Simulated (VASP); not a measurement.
Data:

```
CELL_PARAMETERS angstrom
      0.00000     2.72207     2.72207
      2.72207     0.00000     2.72207
     10.86129    10.86129     0.02700
ATOMIC_POSITIONS crystal
  Be 0.02667 0.02667 0.98000
  Be 0.00804 0.00804 0.24397
  Be 0.99259 0.99259 0.50556
  Be 0.97490 0.97490 0.76882
  Te 0.26515 0.26515 0.05113
  Te 0.24986 0.24986 0.31260
  Te 0.23422 0.23422 0.57433
  S  0.24856 0.24856 0.81358
```

Level of theory: PBEsol GGA, VASP's PBE PAW potentials (set 64) (plane waves; VASP). Run with 400 eV cut-off, 8×8×2 Γ-centred mesh, tetrahedra with Blöchl corrections, potentials Be Te S.

Unless said otherwise, spin-orbit coupling is left out, though it shifts the bands of the heavy elements here.

Question: What does the run give for the energy per atom (σ→0), band gap (on the k-mesh) with the smallest direct gap where there is one?

Answer: 
```json
{
 "band gap (on the k-mesh)": "1.48 eV",
 "smallest direct gap (on the k-mesh)": "1.83 eV",
 "energy per atom (σ→0)": "-416.9 kJ/mol-atom"
}
```

The absolute energy has meaning only against runs of the same code, potentials and settings.

The structure was generated: Be4STe3 was put into an ordered model structure (R3m), which need not be its known phase. It was relaxed first.
